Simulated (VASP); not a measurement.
Here is the system:

```yaml
crystal:
  lattice:
    - [0.00000, 2.90062, 2.90062]
    - [2.90062, 0.00000, 2.90062]
    - [2.90062, 2.90062, 0.00000]
  atoms:
    - { symbol: W, position: [0.75000, 0.75000, 0.75000] }
    - { symbol: W, position: [0.50000, 0.50000, 0.50000] }
```

Computed with r2SCAN meta-GGA, VASP's PBE PAW potentials (set 64) (plane waves; VASP). Run with 400 eV cut-off, 12×12×12 Γ-centred mesh, tetrahedra with Blöchl corrections, potentials W_sv.

Task: Give the energies of bands 9 to 17 at the high-symmetry points, in eV from the Fermi level.

Result: 
```tsv
band	Γ	X	U	L	W
9	-6.43	-2.88	-3.10	-3.75	-2.94
10	-1.94	-2.88	-2.51	-1.93	-2.94
11	-1.94	-1.38	-2.08	-1.72	-1.79
12	-1.23	-1.38	-1.69	-1.72	-1.79
13	-1.23	-1.28	-1.26	-1.37	0.10
14	-1.23	-1.28	0.36	-1.37	0.10
15	1.64	1.20	0.66	-0.47	0.18
16	1.64	1.20	1.08	2.87	0.18
17	1.64	4.80	3.10	2.87	4.90
```

It has no gap at this level: it comes out as a metal or semimetal.

The structure was generated: W was put into the diamond type (Fd-3m), which need not be its known phase. It was relaxed first.
